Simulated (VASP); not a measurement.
Level of theory: PBEsol GGA with spin-orbit coupling, VASP's PBE PAW potentials (set 64) (plane waves; VASP).

VASP ran on this input.

### POSCAR
```
Rh
1.8873670
  0.0000000000   0.9999999262   0.9999999262
  0.9999999262   0.0000000000   0.9999999262
  0.9999999262   0.9999999262   0.0000000000
Rh
1
direct
  1.0000000000   1.0000000000   1.0000000000
```

File KPOINTS:
```
Regular mesh
0
G
  15 15 15
```

### INCAR
```
! general
SYSTEM     = Rh
PREC       = Accurate
ENCUT      = 400   ! plane-wave cut-off (eV)
LREAL      = .FALSE.   ! projection in real space or not
LASPH      = .TRUE.

! electronic loop
EDIFF      = 1E-6   ! SCF stop (eV)
NELM       = 100   ! most electronic steps
ALGO       = Normal   ! blocked Davidson
LMAXMIX    = 4

! smearing
ISMEAR     = 0   ! Gaussian
SIGMA      = 0.05   ! width (eV)

! functional
GGA        = PS   ! PBEsol
GGA_COMPAT = .FALSE.

! spin
MAGMOM     = 3*0
LSORBIT    = .TRUE.

! output
LWAVE      = .FALSE.
LCHARG     = .FALSE.
```

### KPOINTS_OPT
```
k-points along high-symmetry lines
8
Line-mode
Reciprocal
  0.000000   0.000000   0.000000 ! GAMMA
  0.500000   0.000000   0.500000 ! X

  0.500000   0.000000   0.500000 ! X
  0.625000   0.250000   0.625000 ! U

  0.375000   0.375000   0.750000 ! K
  0.000000   0.000000   0.000000 ! GAMMA

  0.000000   0.000000   0.000000 ! GAMMA
  0.500000   0.500000   0.500000 ! L

  0.500000   0.500000   0.500000 ! L
  0.500000   0.250000   0.750000 ! W

  0.500000   0.250000   0.750000 ! W
  0.500000   0.000000   0.500000 ! X
```

POTCAR, in this order: Rh_pv (PBE.64 set). Program: vasp_ncl.

Output

OUTCAR:
```
 ion  position               nearest neighbor table
   1  0.000  0.000  0.000-
  LATTYP: Found a face centered cubic cell.
 ALAT       =     3.7747337216
 Subroutine PRICEL returns:
 Original cell was already a primitive cell.
 Subroutine GETGRP returns: Found 48 space group operations
The static configuration has the point symmetry O_h .
The dynamic configuration has the point symmetry O_h .
The overall configuration has the point symmetry O_h .
 Subroutine INISYM returns: Found 48 space group operations
 Subroutine IBZKPT returns following result:
 Found    120 irreducible k-points:

 Following reciprocal coordinates:
            Coordinates               Weight
  0.000000  0.000000  0.000000      1.000000
  0.066667  0.000000  0.000000      8.000000
  0.133333  0.000000  0.000000      8.000000
  0.200000  0.000000  0.000000      8.000000
  0.266667  0.000000  0.000000      8.000000
  0.333333  0.000000  0.000000      8.000000
  0.400000  0.000000  0.000000      8.000000
  0.466667  0.000000  0.000000      8.000000
  0.066667  0.066667  0.000000      6.000000
  0.133333  0.066667  0.000000     24.000000
  0.200000  0.066667  0.000000     24.000000
  0.266667  0.066667  0.000000     24.000000
  0.333333  0.066667  0.000000     24.000000
  0.400000  0.066667  0.000000     24.000000
  0.466667  0.066667  0.000000     24.000000
 -0.466667  0.066667  0.000000     24.000000
 -0.400000  0.066667  0.000000     24.000000
 -0.333333  0.066667  0.000000     24.000000
 -0.266667  0.066667  0.000000     24.000000
 -0.200000  0.066667  0.000000     24.000000
 -0.133333  0.066667  0.000000     24.000000
 -0.066667  0.066667  0.000000     12.000000
  0.133333  0.133333  0.000000      6.000000
  0.200000  0.133333  0.000000     24.000000
...
```

### OSZICAR
```
       N       E                     dE             d eps       ncg     rms          rms(c)
DAV:   1     0.140798133565E+03    0.14080E+03   -0.79268E+03  5368   0.129E+03
DAV:   2    -0.582971069465E+01   -0.14663E+03   -0.14111E+03  5502   0.425E+02
DAV:   3    -0.890520726172E+01   -0.30755E+01   -0.30633E+01  6324   0.700E+01
DAV:   4    -0.892664327806E+01   -0.21436E-01   -0.21434E-01  5740   0.586E+00
DAV:   5    -0.892701091275E+01   -0.36763E-03   -0.36763E-03  6132   0.748E-01    0.117E+01
DAV:   6    -0.832193279383E+01    0.60508E+00   -0.13791E+00  5532   0.175E+01    0.382E+00
DAV:   7    -0.829797993877E+01    0.23953E-01   -0.32363E-02  6174   0.224E+00    0.181E+00
DAV:   8    -0.829313840267E+01    0.48415E-02   -0.20063E-03  5604   0.709E-01    0.840E-01
DAV:   9    -0.829275612016E+01    0.38228E-03   -0.40650E-04  6116   0.323E-01    0.894E-02
DAV:  10    -0.829271814134E+01    0.37979E-04   -0.27400E-05  5820   0.863E-02    0.243E-02
DAV:  11    -0.829272089936E+01   -0.27580E-05   -0.10399E-06  5016   0.144E-02    0.185E-03
DAV:  12    -0.829272090500E+01   -0.56439E-08   -0.78657E-08  2982   0.420E-03
   1 F= -.82927209E+01 E0= -.82917388E+01  d E =-.196412E-02  mag=     0.0000    -0.0000     0.0000
       N       E                     dE             ncg
```

OUTCAR:
```
------------------------ aborting loop because EDIFF is reached ----------------------------------------
  FORCE on cell =-STRESS in cart. coord.  units (eV):
  Direction    XX          YY          ZZ          XY          YZ          ZX
  --------------------------------------------------------------------------------------
  Total        0.0183490      0.0183490      0.0183490      0.0000000      0.0000000      0.0000000
  in kB        2.1863748      2.1863748      2.1863748      0.0000000      0.0000000      0.0000000
  external PRESSURE =       2.1863748 kB  Pullay stress =       0.0000000 kB
  volume of cell :       13.45
      direct lattice vectors                 reciprocal lattice vectors
     0.000000000  1.887366861  1.887366861    -0.264919349  0.264919349  0.264919349
     1.887366861  0.000000000  1.887366861     0.264919349 -0.264919349  0.264919349
     1.887366861  1.887366861  0.000000000     0.264919349  0.264919349 -0.264919349
 POSITION                                       TOTAL-FORCE (eV/Angst)
 -----------------------------------------------------------------------------------
      0.00000      0.00000      0.00000         0.000000      0.000000      0.000000
 -----------------------------------------------------------------------------------
    total drift:                                0.000000      0.000000      0.000000
  FREE ENERGIE OF THE ION-ELECTRON SYSTEM (eV)
  ---------------------------------------------------
  free  energy   TOTEN  =        -8.2927209050 eV

  energy  without entropy=       -8.2907567831  energy(sigma->0) =       -8.29173884

 Ion:    1  E_soc:     -0.3079396
```
(Selected blocks of OUTCAR.)

The compound is Rh in the fcc structure. It was relaxed first.
